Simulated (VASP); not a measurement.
A cell of Ge (diamond) near equilibrium:

```yaml
crystal:
  lattice:
    - [0.00000, 2.87431, 2.87431]
    - [2.87431, 0.00000, 2.87431]
    - [2.87431, 2.87431, 0.00000]
  atoms:
    - { symbol: Ge, position: [0.00000, 0.00000, 0.00000] }
    - { symbol: Ge, position: [0.25000, 0.25000, 0.25000] }
```

Method: PBE GGA, VASP's PBE PAW potentials (set 64) (plane waves; VASP 6.6.1).

| run | ΔE (meV/atom) | σxx | σyy | σzz | largest shear component, with its sign (GPa) | largest force (eV/Å) |
|---|---|---|---|---|---|---|
| as it is | 0.0 | 0.22 | 0.22 | 0.22 | 0.00 | 0.000 |
| after one change | 27.4 | -4.08 | -4.08 | -4.08 | 0.00 | 0.000 |
Stress is in GPa, positive when the cell is compressed.

Problem. Name the change that produced these shifts.
(A) atom 1 (Ge) moved by -0.050 Å along y
(B) uniaxial strain of -4.0 % along y
(C) isotropic strain of +3.0 %
(D) atom 1 (Ge) moved by -0.050 Å along z

Solution. C, isotropic strain of +3.0 %

The compound is Ge in the diamond structure.
